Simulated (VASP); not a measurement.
VASP input:

### POSCAR
```
In
1.0
 -1.6584110837   1.6584110837   2.5685950332
  1.6584110837  -1.6584110837   2.5685950332
  1.6584110837   1.6584110837  -2.5685950332
In
1
direct
  0.0000000000   0.0000000000   0.0000000000
```

**KPOINTS**
```
Automatic mesh
0
gamma
  16 16 16
```

**INCAR**
```
! general
SYSTEM   =  In
PREC     =  Accurate
ENCUT    =  520   ! plane-wave cut-off (eV)
LREAL    =  .FALSE.   ! projection in real space or not
LASPH    =  .TRUE.

! electronic loop
EDIFF    =  1E-7   ! SCF stop (eV)
NELM     =  100   ! most electronic steps
ALGO     =  Normal   ! blocked Davidson
LMAXMIX  =  4

! smearing
ISMEAR   =  1   ! Methfessel-Paxton
SIGMA    =  0.1

! functional
GGA      =  91

! ions
IBRION   =  2   ! conjugate gradients
NSW      =  30   ! most ionic steps
ISIF     =  4   ! ions and shape, fixed volume
EDIFFG   =  -0.01   ! ionic stop

! output
LWAVE    =  .FALSE.
LCHARG   =  .FALSE.
```

POTCAR, in this order: In_d (PBE.64 set). Program: vasp_std.

Question: Write an equivalent input for Quantum ESPRESSO's pw.x.

Answer: One equivalent input (not run):
```
&CONTROL
  calculation = 'vc-relax'
  pseudo_dir = './pseudo'
  outdir = './out'
  tprnfor = .true.
  tstress = .true.
  nstep = 30
  forc_conv_thr = 0.00039
/
&SYSTEM
  ibrav = 0
  nat = 1
  ntyp = 1
  ecutwfc = 70
  occupations = 'smearing'
  smearing = 'methfessel-paxton'
  degauss = 0.00735
  input_dft = 'pw91'
/
&ELECTRONS
  conv_thr = 7.3e-09
  electron_maxstep = 100
/
&IONS
/
&CELL
  cell_dofree = 'shape'
/
ATOMIC_SPECIES
  In 114.818 In.upf
CELL_PARAMETERS angstrom
    -1.6584111    1.6584111    2.5685950
     1.6584111   -1.6584111    2.5685950
     1.6584111    1.6584111   -2.5685950
ATOMIC_POSITIONS crystal
  In   0.0000000  0.0000000  0.0000000
K_POINTS automatic
  16 16 16 0 0 0
```
What does not carry over: the potentials are each code's own (VASP's PAW set, PseudoDojo norm-conserving files in pw.x), so ENCUT and ecutwfc are chosen apart and not converted; conv_thr bounds pw.x's estimated SCF error, while EDIFF bounds the energy change between steps; forc_conv_thr acts on force components and is met together with etot_conv_thr.

The compound is In in the bct structure. This cell is one point of a volume scan, at 1.03 of the reference volume. Symmetry was kept, so distortions that lower it aren't found.
